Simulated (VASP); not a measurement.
Input:

```xyz
3
Lattice="0.0000 2.6352 2.6352 2.6352 0.0000 2.6352 2.6352 2.6352 0.0000" Properties=species:S:1:pos:R:3 pbc="T T T"
Co     0.0000     0.0000     0.0000
Si     1.3176     1.3176     1.3176
Si     3.9527     3.9527     3.9527
```

Level of theory: PBE GGA, VASP's PBE PAW potentials (set 64) (plane waves; VASP). Run with 500 eV cut-off, 10×10×10 Γ-centred mesh, first-order Methfessel-Paxton smearing of 0.10 eV, potentials Co Si.

Energy and stress use the plane-wave basis of the starting cell.

Problem. The ions, cell shape and volume at an external pressure of 20.0 GPa are relaxed. Which structure does the run end with?

Solution. 
```xyz
3
Lattice="0.0000 2.6000 2.6000 2.6000 0.0000 2.6000 2.6000 2.6000 0.0000" Properties=species:S:1:pos:R:3 pbc="T T T"
Co     0.0000     0.0000     0.0000
Si     1.3000     1.3000     1.3000
Si     3.9001     3.9001     3.9001
```
Space group Fm-3m (225), at a tolerance of 0.03 Å.

Problem. How do energy and volume change from the first to the last step?

Solution. The energy (σ→0) changes by +44.1 meV/atom and the volume by -3.9 %, in 3 ionic steps.

| step | E(σ→0) (eV) | max force (eV/Å) | pressure (GPa) | volume (Å³) |
|---|---|---|---|---|
| 1 | -19.2410 | 0.000 | 9.93 | 36.60 |
| 2 | -18.6437 | 0.000 | 41.92 | 32.69 |
| 3 | -19.1088 | 0.000 | 19.79 | 35.15 |

The compound is CoSi2 in the fluorite structure. This run relaxes it under an external pressure of 20 GPa. Symmetry was kept, so distortions that lower it aren't found. The run is not spin-polarised, so no magnetic state was tried. The electron count is odd and the run is not spin-polarised, which forces a metal.
